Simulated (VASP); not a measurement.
# Sn2GeO2 (P-3m1) in VASP: a series of runs

The runs below take Sn2GeO2 through relaxation of cell and atoms, single point, with PBE, r2SCAN.

Program: VASP 6.6.1. These are calculated values, not measurements. Logs are shortened: lines on timing, memory, paths and dates and some standing lists are left out, and cuts for length are marked.

### 1 The structure

The structure is trigonal, space group P-3m1 (No. 164). Conventional cell: a = 3.118 Å, b = 3.118 Å, c = 11.571 Å, α = 90.00°, β = 90.00°, γ = 120.00°. Around Sn (site symmetry 3m) lie 9 Sn at 3.12 to 3.18 Å. Ge (site symmetry -3m) is surrounded by 6 O at 2.02 Å. O (site symmetry 3m) has 3 Ge at 2.02 Å as nearest neighbours.

The cell was built by a generator and needn't be a form met in nature.

### 2 Relaxation of cell and atoms, PBE

The input, INCAR:

```
  ALGO = Normal
  EDIFF = 1E-6
  EDIFFG = -0.01
  ENCUT = 520
  GGA = PE
  IBRION = 2
  ISIF = 3
  ISMEAR = 0
  KPAR = 4
  LASPH = True
  LCHARG = False
  LREAL = False
  LWAVE = False
  NELM = 120
  NSW = 90
  PREC = Accurate
  SIGMA = 0.1
```

The input, KPOINTS:

```
k-points
0
Gamma
  12 12 4
```

The input, POSCAR:

```
Sn2GeO2
1.0
    3.1178843000      0.0000000000      0.0000000000
   -1.5589421500      2.7001670100      0.0000000000
    0.0000000000      0.0000000000     11.5710000000
Sn Ge O
2 1 2
Direct
    0.6666666700      0.3333333300      0.3865698700
    0.3333333300      0.6666666700      0.6134301300
    0.0000000000      0.0000000000      0.0000000000
    0.6666666700      0.3333333300      0.9204908800
    0.3333333300      0.6666666700      0.0795091200
```

Potentials or basis: VASP PAW PBE potentials, release 64 (Sn_d, Ge_d, O).

Run with:

```
cat potpaw_PBE.64/Sn_d/POTCAR potpaw_PBE.64/Ge_d/POTCAR potpaw_PBE.64/O/POTCAR > POTCAR
mpirun -np 4 vasp_std > vasp.out
```

OUTCAR:

```text
EDIFF = 1E-6
   EDIFFG = -0.01
   ENCUT = 520
   GGA = PE
   IBRION = 2
   ISIF = 3
   ISMEAR = 0
   LASPH = True
   LREAL = False
   NELM = 120
   NSW = 90
   PREC = Accurate

 ion  position               nearest neighbor table
   1  0.667  0.333  0.387-   2 3.18   2 3.18   2 3.18
   2  0.333  0.667  0.613-   1 3.18   1 3.18   1 3.18
   3  0.000  0.000  0.000-   4 2.02   5 2.02   4 2.02   5 2.02   4 2.02   5 2.02
   4  0.667  0.333  0.920-   3 2.02   3 2.02   3 2.02
   5  0.333  0.667  0.080-   3 2.02   3 2.02   3 2.02

  LATTYP: Found a hexagonal cell.
 ALAT       =     3.1178843000
 C/A-ratio  =     3.7111704241

  Lattice vectors:

 A1 = (   3.1178843000,   0.0000000000,   0.0000000000)
 A2 = (  -1.5589421500,   2.7001670100,   0.0000000000)
 A3 = (   0.0000000000,   0.0000000000,  11.5710000000)

Analysis of symmetry for initial positions (statically):
=====================================================================
 Subroutine PRICEL returns:
 Original cell was already a primitive cell.

 Routine SETGRP: Setting up the symmetry group for a
 hexagonal supercell.

 Subroutine GETGRP returns: Found 12 space group operations
 (whereof 12 operations were pure point group operations)
 out of a pool of 24 trial point group operations.

The static configuration has the point symmetry D_3d.

Analysis of symmetry for dynamics (positions and initial velocities):
=====================================================================
 Subroutine PRICEL returns:
 Original cell was already a primitive cell.

 Routine SETGRP: Setting up the symmetry group for a
 hexagonal supercell.

 Subroutine GETGRP returns: Found 12 space group operations
 (whereof 12 operations were pure point group operations)
 out of a pool of 24 trial point group operations.

The dynamic configuration has the point symmetry D_3d.

 Subroutine INISYM returns: Found 12 space group operations
 (whereof 12 operations are pure point group operations),
 and found     1 'primitive' translations

----------------------------------------------------------------------------------------

                                     Primitive cell

  volume of cell :      97.4140

  direct lattice vectors                    reciprocal lattice vectors
     3.117884300  0.000000000  0.000000000     0.320730311  0.185173731  0.000000000
    -1.558942150  2.700167010  0.000000000     0.000000000  0.370347462  0.000000000
     0.000000000  0.000000000 11.571000000     0.000000000  0.000000000  0.086422954

  length of vectors
     3.117884300  3.117884300 11.571000000     0.370347462  0.370347462  0.086422954

  position of ions in fractional coordinates (direct lattice)
     0.666666670  0.333333330  0.386569870
     0.333333330  0.666666670  0.613430130
     0.000000000  0.000000000  0.000000000
     0.666666670  0.333333330  0.920490880
     0.333333330  0.666666670  0.079509120

  ion indices of the primitive-cell ions
   primitive index   ion index
                 1           1
                 2           2
                 3           3
                 4           4
                 5           5

----------------------------------------------------------------------------------------

 KPOINTS: k-points

Automatic generation of k-mesh.
 Grid dimensions read from file:
 generate k-points for:   12   12    4

 Generating k-lattice:

  Cartesian coordinates                     Fractional coordinates (reciprocal lattice)
     0.026727526  0.015431144  0.000000000     0.083333333  0.000000000  0.000000000
     0.000000000  0.030862289  0.000000000     0.000000000  0.083333333  0.000000000
     0.000000000  0.000000000  0.021605738     0.000000000  0.000000000  0.250000000

  Length of vectors
     0.030862289  0.030862289  0.021605738

  Shift w.r.t. Gamma in fractional coordinates (k-lattice)
     0.000000000  0.000000000  0.000000000

 Subroutine IBZKPT returns following result:
 ===========================================

 Found     69 irreducible k-points:

 Following reciprocal coordinates:
            Coordinates               Weight
  0.000000  0.000000  0.000000      1.000000
  0.083333  0.000000  0.000000      6.000000
  0.166667  0.000000  0.000000      6.000000
  0.250000  0.000000  0.000000      6.000000
  0.333333  0.000000  0.000000      6.000000
  0.416667  0.000000  0.000000      6.000000
[... 16 lines left out ...]
  0.166667  0.000000  0.250000      6.000000
  0.000000  0.166667  0.250000      6.000000
 [... further k-points ...]
   k-points           NKPTS =     69   k-points in BZ     NKDIM =     69   number of bands    NBANDS=     32
   number of dos      NEDOS =    301   number of ions     NIONS =      5
   total plane-waves  NPLWV =  51840
   dimension x,y,z NGX =    24 NGY =   24 NGZ =   90
   dimension x,y,z NGXF=    48 NGYF=   48 NGZF=  180
   ions per type =               2   1   2
   NGX,Y,Z   is equivalent  to a cutoff of  12.80, 12.80, 12.93 a.u.
[... 19 lines left out ...]
   POTIM  = 0.5000    time-step for ionic-motion
   TEBEG  =    0.0;   TEEND  =   0.0 temperature during run
   PSTRESS=    0.0 pullay stress
   NELECT =      54.0000    total number of electrons
   NUPDOWN=      -1.0000    fix difference up-down
   EMIN   =  10.00;   EMAX   =-10.00  energy-range for DOS
   EFERMI =   0.00;   METHOD = LEGACY
   ISMEAR =     0;   SIGMA  =   0.10  broadening in eV -4-tet -1-fermi 0-gaus
   EFERMI_NEDOS =   21; number of points for ismear=-14 and -15
   IALGO  =     38    algorithm
   IMIX   =      4    mixing-type and parameters
     AMIX     =   0.40;   BMIX     =  1.00
     AMIX_MAG =   1.60;   BMIX_MAG =  1.00
  volume/ion in A,a.u.               =      19.48       131.48
  Fermi-wavevector in a.u.,A,eV,Ry     =   1.344824  2.541350 24.606853  1.808553
  Thomas-Fermi vector in A             =   2.472787
   LORBIT       =      0    0 simple, 1 ext, 2 COOP (PROOUT), +10 PAW based schemes
   GGA     = PE    functional components
   LHFCALC =     F    Hartree Fock is set to
   AEXX    =    0.0000 exact exchange contribution
   IVDW    =     0    specifies the selected vdW correction
   LEPSILON=     F    determine dielectric tensor
   LRPA    =     F    only Hartree local field effects (RPA)
 conjugate gradient relaxation of ions
 non-spin polarized calculation
 Gauss-broadening in eV      SIGMA  =   0.10
  energy-cutoff  :      520.00
  volume of cell :       97.41
 maximum number of plane-waves:      2644
   NGX = 11   NGY = 11   NGZ = 43

--------------------------------------- Ionic step        1  -------------------------------------------

 number of electron      54.0000009 magnetization

 Free energy of the ion-electron system (eV)
  ---------------------------------------------------
  ext. energy  EPLUGINS =         0.00000000
  ---------------------------------------------------
  free energy    TOTEN  =       -25.72369522 eV

  energy without entropy =      -25.71614508  energy(sigma->0) =      -25.71992015

------------------------ aborting loop because EDIFF is reached ----------------------------------------

  FORCE on cell =-STRESS in cart. coord.  units (eV):
  Direction    XX          YY          ZZ          XY          YZ          ZX
  --------------------------------------------------------------------------------------
  -------------------------------------------------------------------------------------
  Total       -0.7521624     -0.7521624      1.6848523      0.0000000      0.0000000      0.0000000
  in kB      -12.3708830    -12.3708830     27.7109172      0.0000000      0.0000000      0.0000000
  external PRESSURE =       0.9897170 kB  Pullay stress =       0.0000000 kB
[... 98 lines left out ...]
  FREE ENERGIE OF THE ION-ELECTRON SYSTEM (eV)
  ---------------------------------------------------
  free  energy   TOTEN  =       -25.7790395878 eV

  energy  without entropy=      -25.7706927178  energy(sigma->0) =      -25.77486615

[... ionic steps 4 to 27 ...]

--------------------------------------- Ionic step       28  -------------------------------------------

 number of electron      53.9999970 magnetization

------------------------ aborting loop because EDIFF is reached ----------------------------------------

  FORCE on cell =-STRESS in cart. coord.  units (eV):
  Direction    XX          YY          ZZ          XY          YZ          ZX
  --------------------------------------------------------------------------------------
  -------------------------------------------------------------------------------------
  Total        0.0014784      0.0014784      0.0111934     -0.0000000     -0.0000000      0.0000000
  in kB        0.0247425      0.0247425      0.1873305     -0.0000000     -0.0000000      0.0000000
  external PRESSURE =       0.0789385 kB  Pullay stress =       0.0000000 kB
[... 63 lines left out ...]
  energy  without entropy=      -25.7814435185  energy(sigma->0) =      -25.78538895

--------------------------------------- Ionic step       30  -------------------------------------------

 number of electron      53.9999971 magnetization

 Free energy of the ion-electron system (eV)
  ---------------------------------------------------
  ext. energy  EPLUGINS =         0.00000000
  ---------------------------------------------------
  free energy    TOTEN  =       -25.78935654 eV

  energy without entropy =      -25.78152240  energy(sigma->0) =      -25.78543947

 E-fermi :   6.5162     XC(G=0):  -9.9823

 val. band max:        6.4860539184   @ k =   0.0000   0.4167   0.2500
 cond. band min:       6.5340581204   @ k =   0.1667   0.0000   0.5000
 fundamental gap:      0.0480042020
 Fermi energy:         6.5162278198

 k-point     1 :       0.0000    0.0000    0.0000
  band No.  band energies     occupation
      1     -20.0262      2.00000
      2     -19.9752      2.00000
      3     -19.9752      2.00000
      4     -19.9189      2.00000
      5     -19.9189      2.00000
      6     -15.4076      2.00000
[... 829 lines left out ...]
     31      12.2808      0.00000
     32      12.6453      0.00000

 [... further k-points ...]
[... 5 lines left out ...]
  --------------------------------------------------------------------------------------
  -------------------------------------------------------------------------------------
  Total       -0.0222232     -0.0222232     -0.0018439     -0.0000000      0.0000000     -0.0000000
  in kB       -0.3718063     -0.3718063     -0.0308496     -0.0000000      0.0000000     -0.0000000
  external PRESSURE =      -0.2581541 kB  Pullay stress =       0.0000000 kB
[... 20 lines left out ...]
  FREE ENERGIE OF THE ION-ELECTRON SYSTEM (eV)
  ---------------------------------------------------
  free  energy   TOTEN  =       -25.7893565375 eV

  energy  without entropy=      -25.7815224040  energy(sigma->0) =      -25.78543947

 reached required accuracy - stopping structural energy minimisation
```

It took 8.8 min on 4 MPI ranks of AMD EPYC 9R45 (Zen 5), shared host; peak memory 0.34 GiB.

Results:

```
Free energy                            : -25.7894 eV
Relaxed volume                         : 19.15 Å³/atom
Relaxed cell                           : a = 3.088 Å, b = 3.088 Å, c = 11.594 Å, α = 90.00°, β = 90.00°, γ = 120.00°
Space group after relaxing (to 0.05 Å) : P-3m1 (No. 164)
Energy gained by relaxing              : 13.1 meV/atom
Ionic steps                            : 30
Pressure after relaxing                : 0.0 GPa
Largest force after relaxing           : 0.008 eV/Å
Band gap on the k mesh                 : none (metal or under the smearing width)
```

Forces in eV/Å, atoms in the order of the input:
```
Sn   0.000  0.000 -0.005
Sn   0.000  0.000  0.005
Ge   0.000  0.000  0.000
O    0.000  0.000  0.008
O    0.000  0.000 -0.008
```

The path:
| step | energy change (eV) | largest force (eV/Å) | pressure (GPa) | volume (Å³) |
| --- | --- | --- | --- | --- |
| 1 | 0.0000 | 0.6514 | 0.10 | 97.41 |
| 2 | -0.0496 | 0.2447 | 0.14 | 97.57 |
| 3 | -0.0553 | 0.1651 | 0.14 | 97.62 |
| 4 | -0.0504 | 0.2406 | 0.27 | 97.70 |
| 5 | -0.0563 | 0.1693 | 0.15 | 97.64 |
| 6 | -0.0608 | 0.0783 | -0.05 | 97.95 |
| 7 | -0.0617 | 0.0444 | -0.19 | 98.17 |
| 8 | -0.0617 | 0.0469 | -0.16 | 98.15 |
| 9 | -0.0622 | 0.0503 | 0.03 | 97.84 |
| 10 | -0.0623 | 0.0611 | 0.14 | 97.74 |
| 11 | -0.0626 | 0.0500 | 0.12 | 97.69 |
| 12 | -0.0632 | 0.0174 | -0.03 | 97.57 |
| 13 | -0.0632 | 0.0097 | -0.03 | 97.52 |
| 14 | -0.0636 | 0.0099 | -0.15 | 97.44 |
| 15 | -0.0643 | 0.0124 | -0.35 | 97.19 |
| 16 | -0.0645 | 0.0124 | -0.31 | 97.04 |
| 17 | -0.0650 | 0.0374 | -0.15 | 96.59 |
| 18 | -0.0649 | 0.0890 | 0.19 | 95.69 |
| 19 | -0.0651 | 0.0668 | 0.11 | 96.07 |
| 20 | -0.0651 | 0.0471 | -0.03 | 96.43 |
| 21 | -0.0652 | 0.0558 | 0.00 | 96.27 |
| 22 | -0.0652 | 0.0616 | 0.07 | 96.17 |
| 23 | -0.0652 | 0.0588 | 0.04 | 96.21 |
| 24 | -0.0653 | 0.0479 | 0.08 | 96.12 |
| 25 | -0.0654 | 0.0406 | 0.07 | 96.06 |
| 26 | -0.0655 | 0.0261 | 0.05 | 95.93 |
| 27 | -0.0656 | 0.0165 | 0.05 | 95.69 |
| 28 | -0.0656 | 0.0125 | 0.01 | 95.73 |
| 29 | -0.0656 | 0.0128 | -0.04 | 95.77 |
| 30 | -0.0657 | 0.0076 | -0.03 | 95.76 |

Final structure:
```yaml
crystal:
  lattice:
    - [3.08829, 0.00000, 0.00000]
    - [-1.54415, 2.67454, 0.00000]
    - [0.00000, 0.00000, 11.59396]
  atoms:
    - { symbol: Sn, position: [0.66667, 0.33333, 0.37690] }
    - { symbol: Sn, position: [0.33333, 0.66667, 0.62310] }
    - { symbol: Ge, position: [0.00000, 0.00000, 0.00000] }
    - { symbol: O, position: [0.66667, 0.33333, 0.91931] }
    - { symbol: O, position: [0.33333, 0.66667, 0.08069] }
```

Levels at points of the mesh, in eV from the Fermi level:
| k point | band 23 | band 24 | band 25 | band 26 | band 27 | band 28 | band 29 | band 30 | band 31 | band 32 |
| --- | --- | --- | --- | --- | --- | --- | --- | --- | --- | --- |
| (0.00, 0.00, 0.00) | -4.44 | -4.44 | -3.91 | -3.79 | -0.86 | 0.72 | 2.57 | 6.59 | 6.96 | 6.96 |
| (0.50, 0.00, 0.00) | -4.44 | -4.20 | -3.87 | -3.67 | -3.49 | 0.82 | 1.17 | 2.28 | 4.03 | 4.25 |
| (0.00, 0.00, 0.50) | -4.44 | -4.44 | -4.44 | -3.07 | -1.31 | 1.06 | 2.44 | 6.77 | 6.95 | 6.95 |
| (0.50, 0.00, 0.50) | -4.56 | -3.99 | -3.87 | -3.80 | -3.45 | 0.69 | 1.39 | 2.21 | 4.03 | 4.21 |

### 3 Relaxation of cell and atoms, PBE

This run uses another cell than the first one, of 19.15 Å³/atom, 0.983 times its volume.

The input, INCAR:

```
  ALGO = Normal
  EDIFF = 1E-7
  EDIFFG = -0.005
  ENCUT = 520
  GGA = PE
  IBRION = 2
  ISIF = 3
  ISMEAR = 0
  KPAR = 4
  LASPH = True
  LCHARG = False
  LREAL = False
  LWAVE = False
  NELM = 120
  NSW = 60
  POTIM = 0.3
  PREC = Accurate
  SIGMA = 0.1
```

KPOINTS is that of step 2.

The input, POSCAR:

```
Sn2GeO2                                 
1.0
    3.0882940678      0.0000000000     -0.0000000000
   -1.5441470339      2.6745411172     -0.0000000000
   -0.0000000000      0.0000000000     11.5939566584
  Sn              Ge              O             
     2     1     2
Direct
     0.6666666699999979    0.3333333300000021    0.3768966269551342
     0.3333333300000021    0.6666666699999979    0.6231033730448658
     0.0000000000000000    1.0000000000000000    0.0000000000000000
     0.6666666699999979    0.3333333300000021    0.9193149565109017
     0.3333333300000021    0.6666666699999979    0.0806850434890985
```

Potentials or basis: VASP PAW PBE potentials, release 64 (Sn_d, Ge_d, O).

Run with:

```
cat potpaw_PBE.64/Sn_d/POTCAR potpaw_PBE.64/Ge_d/POTCAR potpaw_PBE.64/O/POTCAR > POTCAR
mpirun -np 4 vasp_std > vasp.out
```

Wall time 2.3 min (4 MPI ranks of AMD EPYC 9R45 (Zen 5), shared host); peak memory 0.33 GiB.

Results (log left out):

| Item | Value |
| --- | --- |
| Free energy | -25.7881 eV |
| Relaxed volume | 19.15 Å³/atom |
| Relaxed cell | a = 3.088 Å, b = 3.088 Å, c = 11.595 Å, α = 90.00°, β = 90.00°, γ = 120.00° |
| Space group after relaxing (to 0.05 Å) | P-3m1 (No. 164) |
| Energy gained by relaxing | 0.0 meV/atom |
| Ionic steps | 8 |
| Pressure after relaxing | 0.0 GPa |
| Band gap on the k mesh | none (metal or under the smearing width) |

Forces in eV/Å, atoms in the order of the input:
```
Sn   0.000  0.000 -0.002
Sn   0.000  0.000  0.002
Ge   0.000  0.000  0.000
O    0.000  0.000 -0.002
O    0.000  0.000  0.002
```

Final structure:
```yaml
crystal:
  lattice:
    - [3.08780, 0.00000, 0.00000]
    - [-1.54390, 2.67411, 0.00000]
    - [0.00000, 0.00000, 11.59459]
  atoms:
    - { symbol: Sn, position: [0.66667, 0.33333, 0.37681] }
    - { symbol: Sn, position: [0.33333, 0.66667, 0.62319] }
    - { symbol: Ge, position: [0.00000, 0.00000, 0.00000] }
    - { symbol: O, position: [0.66667, 0.33333, 0.91936] }
    - { symbol: O, position: [0.33333, 0.66667, 0.08064] }
```

Levels at points of the mesh, in eV from the Fermi level:
| k point | band 25 | band 26 | band 27 | band 28 | band 29 | band 30 |
| --- | --- | --- | --- | --- | --- | --- |
| (0.00, 0.00, 0.00) | -3.92 | -3.79 | -0.86 | 0.71 | 2.57 | 6.59 |
| (0.50, 0.00, 0.00) | -3.87 | -3.67 | -3.49 | 0.82 | 1.17 | 2.27 |
| (0.00, 0.00, 0.50) | -4.45 | -3.07 | -1.31 | 1.05 | 2.44 | 6.77 |
| (0.50, 0.00, 0.50) | -3.87 | -3.80 | -3.46 | 0.68 | 1.39 | 2.21 |

### 4 Single point, r2SCAN

This run uses another cell than the first one, of 19.15 Å³/atom, 0.983 times its volume.

The input, INCAR:

```
PREC = Accurate
ENCUT = 520
EDIFF = 1E-6
ISMEAR = 0
SIGMA = 0.1
LREAL = F
LASPH = T
NELM = 150
ALGO = Normal
ISIF = 2
LWAVE = F
LCHARG = F
METAGGA = R2SCAN
LMIXTAU = T
NBANDS = 35
KPAR = 4
```

The input, KPOINTS:

```
regular mesh
0
Gamma
  12 12 4
```

The input, POSCAR:

```
Sn2GeO2                                 
1.0
    3.0877981256     -0.0000000000      0.0000000000
   -1.5438990628      2.6741116186     -0.0000000000
    0.0000000000     -0.0000000000     11.5945940974
  Sn              Ge              O             
     2     1     2
Direct
     0.6666666699999979    0.3333333300000021    0.3768054552497949
     0.3333333300000021    0.6666666699999979    0.6231945447502051
     1.0000000000000000    1.0000000000000000    1.0000000000000000
     0.6666666699999979    0.3333333300000021    0.9193622147875646
     0.3333333300000021    0.6666666699999979    0.0806377852124352
```

Run with:

```
cat potpaw_PBE.64/Sn_d/POTCAR potpaw_PBE.64/Ge_d/POTCAR potpaw_PBE.64/O/POTCAR > POTCAR
mpirun -np 4 vasp_std > vasp.out
```

It took 3.6 min on 4 MPI ranks of AMD EPYC 9R45 (Zen 5), shared host; peak memory 0.34 GiB.

Results (log left out):

```
Free energy            : -78.9685 eV
Pressure               : -3.8 GPa
Largest force          : 0.492 eV/Å
Band gap on the k mesh : none (metal or under the smearing width)
```

Forces on the atoms (eV/Å):
```
Sn   0.000  0.000  0.034
Sn   0.000  0.000 -0.034
Ge   0.000  0.000  0.000
O    0.000  0.000  0.492
O    0.000  0.000 -0.492
```

Stress tensor (GPa, compression positive):
```
-4.42  0.00  0.00
 0.00 -4.42  0.00
 0.00  0.00 -2.62
```

Levels at points of the mesh, in eV from the Fermi level:
```
           k point  band 23  band 24  band 25  band 26  band 27  band 28  band 29  band 30  band 31  band 32
(0.00, 0.00, 0.00)    -4.90    -4.90    -4.23    -4.19    -0.88     0.73     2.77     6.90     7.32     7.32
(0.50, 0.00, 0.00)    -4.91    -4.45    -4.31    -3.94    -3.91     0.79     1.30     2.37     4.24     4.50
(0.00, 0.00, 0.50)    -4.90    -4.90    -4.81    -3.45    -1.31     1.09     2.63     7.10     7.32     7.32
(0.50, 0.00, 0.50)    -5.00    -4.31    -4.23    -4.16    -3.83     0.67     1.51     2.29     4.24     4.46
```

Caveat: the PAW data sets were made with another functional, which shifts forces and pressure a little.
